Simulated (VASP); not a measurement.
Data:

```
CELL_PARAMETERS angstrom
      0.00000     3.08476     3.08476
      3.08476     0.00000     3.08476
      3.08476     3.08476     0.00000
ATOMIC_POSITIONS crystal
  K  0.25000 0.25000 0.25000
  K  0.75000 0.75000 0.75000
  S  0.00000 0.00000 0.00000
```

The numbers are results of LDA (Ceperley-Alder, Perdew-Zunger), VASP's LDA PAW potentials (set 64) (plane waves; VASP), not measurements. Numerical set-up: 500 eV cut-off, 6×6×6 Γ-centred mesh, Gaussian smearing of 0.050 eV, potentials K_sv S.

Q: Predict the energy per atom (σ→0), pressure, band gap (on the k-mesh) with the smallest direct gap where there is one.

A: 
```yaml
band gap (on the k-mesh): 2.73 eV
smallest direct gap (on the k-mesh): 2.73 eV
energy per atom (σ→0): -2.749 eV/atom
pressure: 29.98 GPa
```

The absolute energy has meaning only against runs of the same code, potentials and settings.

The compound is K2S in the antifluorite structure. It was relaxed first under an external pressure of 30 GPa.
